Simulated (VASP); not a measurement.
Input:

```
CELL_PARAMETERS angstrom
      0.00000     2.85051     2.85051
      2.85051     0.00000     2.85051
      2.85051     2.85051     0.00000
ATOMIC_POSITIONS crystal
  Ca 0.00000 0.00000 0.00000
  F  0.25000 0.25000 0.25000
  F  0.75000 0.75000 0.75000
```

Method: revPBE GGA, VASP's PBE PAW potentials (set 64) (plane waves; VASP). Numerical set-up: 520 eV cut-off, 7×7×7 Γ-centred mesh, Gaussian smearing of 0.050 eV, potentials Ca_sv F.

**Question.** Give the stress tensor in GPa (positive for a compressed cell).

**Answer.** 
```
-3.57   0.00   0.00
 0.00  -3.57   0.00
 0.00   0.00  -3.57
```
The pressure is its mean diagonal, -3.57 GPa.

The compound is CaF2 in the fluorite structure. This cell is one point of a volume scan, at 1.06 of the reference volume.
